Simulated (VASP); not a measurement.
Consider the following.

```
CELL_PARAMETERS angstrom
      2.79698     0.00000     0.00000
      0.00000     2.79698     0.00000
      0.00000     0.00000     4.02325
ATOMIC_POSITIONS crystal
  Ti 0.00000 0.00000 0.00000
  Al 0.50000 0.50000 0.50000
```

The numbers are results of PW91 GGA, VASP's PBE PAW potentials (set 64) (plane waves; VASP 6.6.1), not measurements. Run with 520 eV cut-off, 13×13×9 Γ-centred mesh, first-order Methfessel-Paxton smearing of 0.10 eV, potentials Ti_sv Al.

Problem. Give the stress tensor in GPa (positive for a compressed cell).

Solution. 
```
3.63  0.00  0.00
0.00  3.63  0.00
0.00  0.00  3.72
```
The pressure is its mean diagonal, 3.66 GPa.

The compound is TiAl in the L1_0 structure. This cell is one point of a volume scan, at 0.97 of the reference volume. The electron count is odd and the run is not spin-polarised, which forces a metal.
